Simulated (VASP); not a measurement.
Level of theory: PBEsol GGA, VASP's PBE PAW potentials (set 64) (plane waves; VASP 6.6.1).

VASP input:

### KPOINTS
```
Automatic mesh
0
G
  3 3 3
0 0 0
```

File POSCAR:
```
Ga2HgTe4
1.0
 -3.1016100000   3.1016100000   5.9589550000
  3.1016100000  -3.1016100000   5.9589550000
  3.1016100000   3.1016100000  -5.9589550000
Ga Hg Te
2 1 4
Cart
  0.0000000000   0.0000000000   5.9589550000
  3.1016100000   0.0000000000   2.9794775000
  0.0000000000   0.0000000000   0.0000000000
 -1.3973993694   1.5244413150   4.3165478229
  1.5244413150   1.3973993694   7.6013621771
  4.4990093694   1.5771686850  -1.6424071771
  1.5771686850   1.7042106306   1.6424071771
```

### INCAR
```
SYSTEM = Ga2HgTe4
PREC = Accurate
ENCUT = 300
EDIFF = 1E-6
NELM = 100
ALGO = Normal
LREAL = .FALSE.
LASPH = .TRUE.
ISMEAR = -1
SIGMA = 0.01
GGA = PS
LMAXMIX = 6
LWAVE = .FALSE.
LCHARG = .FALSE.
ISIF = 2
```

POTCAR, in this order: Ga_d Hg Te (PBE.64 set). Program: vasp_std.

Q: What will the output report for the number of irreducible k-points (NKPTS), largest plane-wave count, number of space-group operations, FFT grid (NGX, NGY, NGZ)?

A: 
```json
{
 "number of irreducible k-points (NKPTS)": "6",
 "largest_plane_wave_count": "2724",
 "number_of_space_group_operations": "4",
 "FFT grid (NGX, NGY, NGZ)": "42 × 42 × 42"
}
```

The structure comes from a computed database's Ga2HgTe4 entry (I-4); how it stands against other phases isn't given here. The cell was not relaxed at this level. The k-mesh is coarse (spacing up to 0.48 per Å, 2π included), so the numbers may not be converged in it.
